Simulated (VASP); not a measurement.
Here is a VASP 6.6.1 calculation.

File POSCAR:

```
HCl
1.0
    7.4168600000      0.0000000000      0.0000000000
    0.0000000000      7.4168600000      0.0000000000
    0.0000000000      0.0000000000      7.4168600000
Cl H
8 8
Direct
    0.6459606896      0.8178663208      0.6390440159
    0.9258769884      0.1433355895      0.0787125549
    0.7543893238      0.2756557357      0.5167955172
    0.3864303762      0.3058706784      0.8995450905
    0.7395717325      0.6227837656      0.1249315748
    0.1947320025      0.5071148707      0.3619321384
    0.1894062986      0.8841747047      0.7825413989
    0.4104162678      0.9800643399      0.2564697190
    0.6841035155      0.9813721710      0.5926766853
    1.0670013995      0.2419891976      0.0751665799
    0.8059744959      0.2592741403      0.3481392395
    0.3132996983      0.1718921484      0.8183786670
    0.6248061848      0.7437379160      0.1762201255
    0.0538367989      0.6056740993      0.3347643073
    0.3375282802      0.8282480726      0.7105837241
    0.4198002928      1.1013285946      0.1301763819
```

The input INCAR.step1:

```
SYSTEM = HCl
PREC     = Accurate       ! precision mode
ENCUT    = 520            ! plane-wave cutoff, eV
ISMEAR   = -1             ! smearing method
SIGMA    = 0.05           ! smearing width, eV
LREAL    = Auto         
LASPH    = .True.         ! aspherical terms in the spheres
NELM     = 100            ! most SCF steps
NBANDS   = 46             ! bands
GGA      = PE             ! functional
ALGO     = Normal         ! electronic algorithm
EDIFF    = 1E-4           ! SCF threshold, eV
LWAVE    = .True.         ! write WAVECAR
LCHARG   = .False.        ! write CHGCAR
```

INCAR.step2

```
SYSTEM = HCl
PREC     = Accurate       ! precision mode
ENCUT    = 520            ! plane-wave cutoff, eV
EDIFF    = 1E-6           ! SCF threshold, eV
ISMEAR   = -1             ! smearing method
SIGMA    = 0.05           ! smearing width, eV
LREAL    = Auto         
LASPH    = .True.         ! aspherical terms in the spheres
NELM     = 100            ! most SCF steps
ALGO     = Normal         ! electronic algorithm
ISIF     = 2              ! what is computed and relaxed
LWAVE    = .False.        ! write WAVECAR
LCHARG   = .False.        ! write CHGCAR
METAGGA  = R2SCAN         ! meta-GGA
LMIXTAU  = .True.       
NBANDS   = 46             ! bands
ISTART   = 1
```

The input KPOINTS:

```
Automatic mesh
0
Gamma
  1 1 1
  0 0 0
```

Potentials or basis: VASP PAW PBE potentials, release 64 (Cl, H).

Run with:

```console
$ cat potpaw_PBE.64/Cl/POTCAR potpaw_PBE.64/H/POTCAR > POTCAR
$ cp INCAR.step1 INCAR
$ mpirun -np 1 vasp_gam > vasp.out
$ cp INCAR.step2 INCAR
$ mpirun -np 1 vasp_gam > vasp.out
```

Task: What does it give for the pressure?

Result: -0.1 GPa.

Task: Estimate the band gap on the k mesh.

Result: 6.30 eV, direct.

Forces on the atoms (eV/Å):
```
Cl   0.019 -0.042  0.006
Cl  -0.157 -0.125 -0.022
Cl   0.186  0.002 -0.590
Cl   0.182  0.288  0.171
Cl  -0.112  0.085  0.030
Cl  -0.213  0.165 -0.051
Cl  -0.032  0.004 -0.016
Cl   0.055  0.135 -0.137
H   -0.040  0.011 -0.044
H    0.153  0.159  0.046
H   -0.171 -0.014  0.645
H   -0.171 -0.316 -0.185
H    0.103 -0.091 -0.026
H    0.203 -0.161  0.037
H    0.006  0.041  0.001
H   -0.009 -0.142  0.135
```

Caveat: the PAW data sets were made with another functional, which shifts forces and pressure a little. r2SCAN opens gaps a little over a GGA but as a rule still falls short of measured ones.
